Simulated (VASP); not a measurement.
Output of a VASP run:

File OSZICAR:
```
       N       E                     dE             d eps       ncg     rms          rms(c)
DAV:   1     0.194448044554E+03    0.19445E+03   -0.16173E+04  2134   0.212E+03
DAV:   2     0.768069479062E+02   -0.11764E+03   -0.11605E+03  2764   0.488E+02
DAV:   3     0.697488483217E+02   -0.70581E+01   -0.68373E+01  3282   0.774E+01
DAV:   4     0.695295083997E+02   -0.21934E+00   -0.21806E+00  3238   0.158E+01
DAV:   5     0.695233161353E+02   -0.61923E-02   -0.61895E-02  3436   0.219E+00    0.819E+01
DAV:   6     0.529195038051E+02   -0.16604E+02   -0.25584E+02  2128   0.456E+03    0.370E+01
DAV:   7     0.541284653253E+02    0.12090E+01   -0.80970E+00  2152   0.304E+01    0.475E+00
DAV:   8     0.539671185294E+02   -0.16135E+00   -0.58244E-01  2752   0.593E+00    0.589E+00
DAV:   9     0.583960727101E+02    0.44290E+01   -0.25838E+03  2128   0.417E+04    0.103E+00
DAV:  10     0.537891133803E+02   -0.46070E+01   -0.12819E+00  2128   0.146E+01    0.112E+00
DAV:  11     0.537748661354E+02   -0.14247E-01   -0.12242E-02  2788   0.102E+00    0.982E-01
DAV:  12     0.537748905196E+02    0.24384E-04   -0.10514E-03  2572   0.346E-01    0.104E+00
DAV:  13     0.537730221968E+02   -0.18683E-02   -0.11893E-03  2326   0.278E-01    0.346E-01
DAV:  14     0.537729139679E+02   -0.10823E-03   -0.15451E-04  2584   0.159E-01    0.129E-01
DAV:  15     0.537726719534E+02   -0.24201E-03   -0.41736E-05  2470   0.689E-02    0.619E-02
DAV:  16     0.537726290822E+02   -0.42871E-04   -0.12870E-05  2404   0.392E-02    0.670E-03
DAV:  17     0.537726215032E+02   -0.75790E-05   -0.37554E-06  2434   0.181E-02    0.387E-03
DAV:  18     0.537726194278E+02   -0.20754E-05   -0.26482E-07  1400   0.587E-03    0.544E-03
DAV:  19     0.537726216621E+02    0.22343E-05   -0.10760E-07  1346   0.335E-03    0.336E-03
DAV:  20     0.537726207564E+02   -0.90570E-06   -0.40838E-08  1328   0.131E-03
   1 F= 0.53772621E+02 E0= 0.53772689E+02  d E =0.537726E+02
```

### OUTCAR
```
------------------------ aborting loop because EDIFF is reached ----------------------------------------
  FORCE on cell =-STRESS in cart. coord.  units (eV):
  Direction    XX          YY          ZZ          XY          YZ          ZX
  --------------------------------------------------------------------------------------
  Total        0.0186159      0.0186159     -0.0048464      0.0000000     -0.0000000      0.0000000
  in kB        0.6882232      0.6882232     -0.1791691      0.0000000     -0.0000000      0.0000000
  external PRESSURE =       0.3990924 kB  Pullay stress =       0.0000000 kB
  volume of cell :       43.34
      direct lattice vectors                 reciprocal lattice vectors
     1.581361534 -2.738998485  0.000000000     0.316183231 -0.182548476  0.000000000
     1.581361534  2.738998485  0.000000000     0.316183231  0.182548476  0.000000000
     0.000000000  0.000000000  5.002790280     0.000000000  0.000000000  0.199888451
 POSITION                                       TOTAL-FORCE (eV/Angst)
 -----------------------------------------------------------------------------------
      1.58136      0.91300      1.25070        -0.000000      0.000000      0.000000
      1.58136     -0.91300      3.75209         0.000000     -0.000000      0.000000
 -----------------------------------------------------------------------------------
    total drift:                                0.000000      0.000181     -0.000015
  FREE ENERGIE OF THE ION-ELECTRON SYSTEM (eV)
  ---------------------------------------------------
  free  energy   TOTEN  =        53.7726207564 eV

  energy  without entropy=       53.7728240319  energy(sigma->0) =       53.77268851

 reached required accuracy - stopping structural energy minimisation
```
(Selected blocks of OUTCAR.)

POSCAR:
```
Hf
1
    1.5813615341    -2.7389984852    -0.0000000000
    1.5813615341     2.7389984852    -0.0000000000
    0.0000000000    -0.0000000000     5.0027902801
Hf
2
Direct
  0.3333330000   0.6666670000   0.2500000000
  0.6666670000   0.3333330000   0.7500000000
```

Write an INCAR and KPOINTS that could have produced this output.

This is not unique; one that fits is the input of the run itself, revTPSS meta-GGA, plane waves, VASP's PBE PAW potentials (set 64).

**KPOINTS**
```
Automatic mesh
0
Gamma
12 12 7
0 0 0
```

INCAR:
```
# general
SYSTEM   =  Hf
PREC     =  Accurate
ENCUT    =  520   # plane-wave cut-off (eV)
LREAL    =  .FALSE.
LASPH    =  .TRUE.

# electronic loop
EDIFF    =  1E-6   # SCF stop (eV)
NELM     =  100
ALGO     =  Normal
LMAXMIX  =  6   # l cut-off of mixed one-centre charges
LMIXTAU  =  .TRUE.

# smearing
ISMEAR   =  1   # Methfessel-Paxton
SIGMA    =  0.1   # width (eV)

# functional
METAGGA  =  RTPSS

# ions
IBRION   =  2   # conjugate gradients
NSW      =  60
ISIF     =  3
EDIFFG   =  -0.01   # ionic stop

# output
LWAVE    =  .FALSE.
LCHARG   =  .FALSE.
```

POTCAR, in this order: Hf_pv (PBE.64 set). Program: vasp_std.

The compound is Hf in the hcp structure. It was relaxed first. The start is the result of an earlier pass.
